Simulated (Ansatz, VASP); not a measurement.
**Cross-check of FeCuSO between VASP and Ansatz**

Wanted: the spread between two codes on one cell, functional and k mesh.

Program: Ansatz 0.2.0. Level of theory: plane waves, with VASP 6.6.1 beside it; single point at PBE. Results are calculated unless marked as measured.

**1. The structure**

The structure is tetragonal, space group P4/nmm (No. 129). The conventional cell has a = 3.822 Å, b = 3.822 Å, c = 8.645 Å, α = 90.00°, β = 90.00°, γ = 90.00°. Nearest to Cu lie 4 S at 2.34 Å. Fe has 4 O at 2.02 Å nearest. Nearest to S lie 4 Cu at 2.34 Å. O has 4 Fe at 2.02 Å nearest. Farther neighbours and most contacts between anions are not listed.

**2. VASP: single point, PBE**

With cell and atoms fixed, the geometry can't cause a difference; cores, projectors, grids and the points listed under the comparison can.

Lines of VASP's logs that name or quote its potential files are left out, and so is its time.

Input file INCAR:

```
SYSTEM = FeCuSO
PREC = Normal
ENCUT = 480
EDIFF = 1E-06
NELM = 150
ISMEAR = 0
SIGMA = 0.05
LREAL = .FALSE.
ALGO = Normal
GGA = PE
NBANDS = 43
ISPIN = 2
MAGMOM = 0.6 0.6 3 3 0 0 0 0
LMAXMIX = 4
LORBIT = 11
LWAVE = .FALSE.
LCHARG = .TRUE.
KPAR = 2
AMIX = 0.2
BMIX = 1E-04
AMIX_MAG = 0.8
BMIX_MAG = 1E-04
```

Input file POSCAR:

```
FeCuSO
1.0
    3.8219000000      0.0000000000      0.0000000000
    0.0000000000      3.8219000000      0.0000000000
    0.0000000000      0.0000000000      8.6450000000
Cu Fe S O
2 2 2 2
Direct
    0.5000000000      0.5000000000      0.5000000000
    0.0000000000      0.0000000000      0.5000000000
    0.0000000000      0.0000000000      0.0000000000
    0.5000000000      0.5000000000      0.0000000000
    0.0000000000      0.5000000000      0.6558000000
    0.5000000000      0.0000000000      0.3442000000
    0.0000000000      0.5000000000      0.0744000000
    0.5000000000      0.0000000000      0.9256000000
```

Input file KPOINTS:

```
Automatic mesh
0
Gamma
5 5 2
0 0 0
```

The projector-augmented-wave data sets are Cu, Fe, S and O (PBE family, release 64).

Started as:

```bash
$ mpirun -np 2 vasp_std
```

Numbers of over 12 decimals in the logs are rounded to 6 here.

Log:

```text
[banner, memory and clock lines left out]
running    2 mpi-ranks, on    1 nodes
 distrk:  each k-point on    1 cores,    2 groups
 distr:  one band on    1 cores,    1 groups

 POSCAR found type information on POSCAR CuFeS O
 POSCAR found :  4 types and       8 ions
 LDA part: xc-table for (Slater+PW92), standard interpolation
 POSCAR, INCAR and KPOINTS ok, starting setup
 FFT: planning ... GRIDC
 FFT: planning ... GRID_SOFT
 FFT: planning ... GRID
 WAVECAR not read
 entering main loop
       N       E                     dE             d eps       ncg     rms          rms(c)
DAV:   1     0.615317586207E+03    0.61532E+03   -0.25667E+04  2072   0.163E+03
DAV:   2     0.551429662974E+02   -0.56017E+03   -0.52678E+03  2100   0.390E+02
DAV:   3    -0.469686856205E+02   -0.10211E+03   -0.94476E+02  2701   0.181E+02
DAV:   4    -0.548544970876E+02   -0.78858E+01   -0.77472E+01  3096   0.548E+01
DAV:   5    -0.550546979439E+02   -0.20020E+00   -0.19966E+00  3101   0.997E+00    0.306E+01
DAV:   6    -0.649841928004E+02   -0.99295E+01   -0.12535E+02  3437   0.848E+01    0.772E+01
DAV:   7    -0.466594187218E+02    0.18325E+02   -0.85071E+01  3401   0.767E+01    0.229E+01
DAV:   8    -0.455696214781E+02    0.10898E+01   -0.66016E+00  3344   0.226E+01    0.196E+01
DAV:   9    -0.454737903546E+02    0.95831E-01   -0.12642E+00  3002   0.217E+01    0.149E+01
DAV:  10    -0.461806445480E+02   -0.70685E+00   -0.66596E+00  3663   0.335E+01    0.238E+01
DAV:  11    -0.457710958222E+02    0.40955E+00   -0.22160E+00  3302   0.154E+01    0.106E+01
DAV:  12    -0.454185913090E+02    0.35250E+00   -0.26305E+00  3402   0.189E+01    0.577E+00
DAV:  13    -0.454088707245E+02    0.97206E-02   -0.22087E-01  3386   0.503E+00    0.390E+00
DAV:  14    -0.453868710662E+02    0.22000E-01   -0.11503E-01  3603   0.287E+00    0.184E+00
DAV:  15    -0.453888989002E+02   -0.20278E-02   -0.12900E-02  3131   0.850E-01    0.124E+00
DAV:  16    -0.453875077952E+02    0.13911E-02   -0.40688E-03  3556   0.740E-01    0.680E-01
DAV:  17    -0.453860521856E+02    0.14556E-02   -0.59024E-03  3676   0.694E-01    0.145E-01
DAV:  18    -0.453861209035E+02   -0.68718E-04   -0.79552E-04  3226   0.263E-01    0.936E-02
DAV:  19    -0.453861281926E+02   -0.72891E-05   -0.12234E-04  3165   0.103E-01    0.657E-02
DAV:  20    -0.453861385217E+02   -0.10329E-04   -0.34168E-05  3327   0.567E-02    0.554E-02
DAV:  21    -0.453861403990E+02   -0.18772E-05   -0.30509E-05  3143   0.727E-02    0.457E-02
DAV:  22    -0.453861417593E+02   -0.13603E-05   -0.19505E-05  3315   0.467E-02    0.167E-02
DAV:  23    -0.453861422455E+02   -0.48620E-06   -0.89107E-06  2612   0.194E-02
   1 F= -.45386142E+02 E0= -.45382376E+02  d E =-.753311E-02  mag=     8.7608
```

OUTCAR, selected parts (step 2):

```text
ion  position               nearest neighbor table
   1  0.500  0.500  0.500-   5 2.34   6 2.34   6 2.34   5 2.34   2 2.70   2 2.70   2 2.70   2 2.70

  LATTYP: Found a simple tetragonal cell.
 ALAT       =     3.8219000000
 C/A-ratio  =     2.2619639446

 Subroutine GETGRP returns: Found 16 space group operations
 (whereof  8 operations were pure point group operations)

The static configuration has the point symmetry D_2d.
 The point group associated with its full space group is D_4h.

 Found     12 irreducible k-points:

   k-points           NKPTS =     12   k-points in BZ     NKDIM =     12   number of bands    NBANDS=     43

   dimension x,y,z NGX =    20 NGY =   20 NGZ =   48
   dimension x,y,z NGXF=    40 NGYF=   40 NGZF=   96

   ENCUT  =  480.0 eV  35.28 Ry    5.94 a.u.   6.83  6.83 15.44*2*pi/ulx,y,z

   NELECT =      62.0000    total number of electrons

 k-points in reciprocal lattice and weights: Automatic mesh
   0.00000000  0.00000000  0.00000000       0.020
   0.20000000  0.00000000  0.00000000       0.080
   0.40000000  0.00000000  0.00000000       0.080
   0.20000000  0.20000000  0.00000000       0.080
   0.40000000  0.20000000  0.00000000       0.160
   0.40000000  0.40000000  0.00000000       0.080
   0.00000000  0.00000000  0.50000000       0.020
   0.20000000  0.00000000  0.50000000       0.080
   0.40000000  0.00000000  0.50000000       0.080
   0.20000000  0.20000000  0.50000000       0.080
   0.40000000  0.20000000  0.50000000       0.160
   0.40000000  0.40000000  0.50000000       0.080

 average (electrostatic) potential at core
       1 -67.3734       2 -67.3734       3 -46.8477       4 -46.8477       5 -87.8066
       6 -87.8066       7 -72.2807       8 -72.2807

 E-fermi :   3.5886

 spin component 1
 k-point     1 :       0.0000    0.0000    0.0000
  band No.  band energies     occupation
    ...
     29       2.1287      1.00000
     30       2.1634      1.00000
     31       2.2675      1.00000
     32       2.2675      1.00000
     33       2.7503      1.00000
     34       3.6242      0.15695
     35       4.1925      0.00000
     36       4.1925      0.00000
     37       5.2656      0.00000
     38       7.9328      0.00000
    ...

 k-point     2 :       0.2000    0.0000    0.0000
  band No.  band energies     occupation
    ...
     31       2.2109      1.00000
     32       2.7864      1.00000
     33       2.9837      1.00000
     34       3.5210      0.97209
     35       3.5272      0.95883
     36       4.1272      0.00000
     37       6.2699      0.00000
     38       8.1087      0.00000
     39       8.4462      0.00000
     40       8.7118      0.00000
    ...

 k-point     3 :       0.4000    0.0000    0.0000
  band No.  band energies     occupation
    ...
     31       2.4019      1.00000
     32       2.7489      1.00000
     33       3.2460      1.00000
     34       3.3983      1.00000
     35       3.4368      0.99999
     36       3.8799      0.00000
     37       7.6557      0.00000
     38       7.8317      0.00000
     39       8.0569      0.00000
     40       9.0975      0.00000
    ...

 k-point     4 :       0.2000    0.2000    0.0000
  band No.  band energies     occupation
    ...
     32       2.7775      1.00000
     33       3.1356      1.00000
     34       3.4084      1.00000
     35       3.4542      0.99993
     36       3.5876      0.51154
     37       6.8661      0.00000
     38       8.6223      0.00000
     39       9.0532      0.00000
     40       9.3667      0.00000
     41       9.7758      0.00000
    ...

 k-point     5 :       0.4000    0.2000    0.0000
  band No.  band energies     occupation
    ...
     32       2.8155      1.00000
     33       2.9636      1.00000
     34       2.9923      1.00000
     35       3.2756      1.00000
     36       3.3453      1.00000
     37       8.0365      0.00000
     38       8.3453      0.00000
     39       8.8183      0.00000
     40       9.3022      0.00000
     41      10.1951      0.00000
    ...

 k-point     6 :       0.4000    0.4000    0.0000
  band No.  band energies     occupation
    ...
     32       2.3719      1.00000
     33       2.4706      1.00000
     34       2.7410      1.00000
     35       3.0386      1.00000
     36       3.0776      1.00000
     37       8.0926      0.00000
     38       8.4889      0.00000
     39       9.1446      0.00000
     40       9.2491      0.00000
     41      10.1052      0.00000
    ...

  Total       -0.4875919     -0.4875919     -2.4043967      0.0000000      0.0000000     -0.0000000
  in kB       -6.1864772     -6.1864772    -30.5065484      0.0000000      0.0000000     -0.0000000
  external PRESSURE =     -14.2931676 kB  Pullay stress =       0.0000000 kB

  energy-cutoff  :      480.00
  volume of cell :      126.28
      direct lattice vectors                 reciprocal lattice vectors
     3.821900000  0.000000000  0.000000000     0.261649965  0.000000000  0.000000000
     0.000000000  3.821900000  0.000000000     0.000000000  0.261649965  0.000000000
     0.000000000  0.000000000  8.645000000     0.000000000  0.000000000  0.115673800

 POSITION                                       TOTAL-FORCE (eV/Angst)
 -----------------------------------------------------------------------------------
      1.91095      1.91095      4.32250         0.000000     -0.000000      0.000000
      0.00000      0.00000      4.32250         0.000000      0.000000      0.000000
      0.00000      0.00000      0.00000         0.000000      0.000000      0.000000
      1.91095      1.91095      0.00000        -0.000000      0.000000      0.000000
      0.00000      1.91095      5.66939         0.000000      0.000000      0.049538
      1.91095      0.00000      2.97561         0.000000      0.000000     -0.049538
      0.00000      1.91095      0.64319         0.000000     -0.000000     -0.227711
      1.91095      0.00000      8.00181        -0.000000      0.000000      0.227711
 -----------------------------------------------------------------------------------
    total drift:                               -0.000000      0.000000      0.000000

  FREE ENERGIE OF THE ION-ELECTRON SYSTEM (eV)
  ---------------------------------------------------
  free  energy   TOTEN  =       -45.3861422455 eV

  energy  without entropy=      -45.3786091310  energy(sigma->0) =      -45.38237569

 total charge
# of ion       s       p       d       tot
------------------------------------------
    1        0.383   0.394   9.173   9.949
    2        0.383   0.394   9.173   9.949
    3        0.333   0.418   6.046   6.797
    4        0.333   0.418   6.046   6.797
    5        1.343   2.306   0.000   3.649
    6        1.343   2.306   0.000   3.649
    7        1.567   3.418   0.000   4.986
    8        1.567   3.418   0.000   4.986
--------------------------------------------------
tot          7.252  13.073  30.438  50.763

 magnetization (x)
# of ion       s       p       d       tot
------------------------------------------
    1       -0.000   0.008   0.074   0.082
    2       -0.000   0.008   0.074   0.082
    3        0.035   0.030   3.594   3.659
    4        0.035   0.030   3.594   3.659
    5        0.003   0.085   0.000   0.088
    6        0.003   0.085   0.000   0.088
    7        0.022   0.341   0.000   0.363
    8        0.022   0.341   0.000   0.363
--------------------------------------------------
tot          0.119   0.928   7.335   8.383

[... 6 further parts left out ...]
```

The magnetic state follows from one typed start and may not be the lowest. LASPH is off, so gradient terms of the non-spherical density inside the spheres are left out; for open d or f shells this can shift gaps and moments.

(Part 1 of 2 ends here.)

[Lines on the potential files, build, host, timing and source positions are cut from VASP's logs without a mark.]

[Logs are printed without paths, hosts, clocks, repeated set-up lines and the standing remarks that a program may print on its own settings, such as how far it seeks lower states.]

[Hosts, paths, dates, database ids (printed as entryN), source tags and the programs' standing remarks are cut or masked in the printed files.]
